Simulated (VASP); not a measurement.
An input for Quantum ESPRESSO's pw.x (written as the equivalent of a VASP run, and not itself run):

```
&CONTROL
  calculation = 'vc-relax'
  pseudo_dir = './pseudo'
  outdir = './out'
  tprnfor = .true.
  tstress = .true.
  nstep = 60
  forc_conv_thr = 0.00078
/
&SYSTEM
  ibrav = 0
  nat = 4
  ntyp = 2
  ecutwfc = 98
  occupations = 'smearing'
  smearing = 'methfessel-paxton'
  degauss = 0.00735
  input_dft = 'vdw-df-ob86'
  nspin = 2
  starting_magnetization(2) = 0.05
/
&ELECTRONS
  conv_thr = 7.3e-08
  electron_maxstep = 100
/
&IONS
/
&CELL
/
ATOMIC_SPECIES
  Al 26.982 Al.upf
  Ni 58.693 Ni.upf
CELL_PARAMETERS angstrom
     3.5202801   -0.0000000    0.0000000
    -0.0000000    3.5202801   -0.0000000
    -0.0000000   -0.0000000    3.5202801
ATOMIC_POSITIONS crystal
  Al   0.0000000  0.0000000  0.0000000
  Ni   0.0000000  0.5000000  0.5000000
  Ni   0.5000000  0.0000000  0.5000000
  Ni   0.5000000  0.5000000  0.0000000
K_POINTS automatic
  8 8 8 0 0 0
```

### Question
Write the VASP files for the same calculation (optB86b-vdW).

### Answer
Several could match; the one computed here: 
File KPOINTS:
```
Automatic mesh
0
Gamma
 8 8 8
0 0 0
```

**POSCAR**
```
Ni3Al
1
    3.5202801057    -0.0000000000     0.0000000000
   -0.0000000000     3.5202801057    -0.0000000000
   -0.0000000000    -0.0000000000     3.5202801057
Al Ni
1 3
Direct
  0.0000000000   0.0000000000   0.0000000000
  0.0000000000   0.5000000000   0.5000000000
  0.5000000000   0.0000000000   0.5000000000
  0.5000000000   0.5000000000   0.0000000000
```

### INCAR
```
SYSTEM = Ni3Al
PREC = Accurate
ENCUT = 520
EDIFF = 1E-6
NELM = 100
ALGO = Normal
LREAL = .FALSE.
LASPH = .TRUE.
ISMEAR = 1
SIGMA = 0.1
GGA = MK
PARAM1 = 0.1234
PARAM2 = 1.0
LUSE_VDW = .TRUE.
AGGAC = 0.0
LMAXMIX = 4
ISPIN = 2
MAGMOM = 0.0 0.5 0.5 0.5
LORBIT = 10
LWAVE = .FALSE.
LCHARG = .FALSE.
IBRION = 2
ISIF = 3
NSW = 60
EDIFFG = -0.02
```

POTCAR, in this order: Al Ni (PBE.64 set). Program: vasp_std.

What does not carry over: the potentials are each code's own (VASP's PAW set, PseudoDojo norm-conserving files in pw.x), so ENCUT and ecutwfc are chosen apart and not converted; conv_thr bounds pw.x's estimated SCF error, while EDIFF bounds the energy change between steps; starting_magnetization is a fraction of the valence charge and MAGMOM a moment in μB, so they match only roughly; forc_conv_thr acts on force components and is met together with etot_conv_thr.

The compound is Ni3Al in the L1_2 structure. This run relaxes it. Symmetry was kept, so distortions that lower it aren't found. The start is the result of an earlier pass.
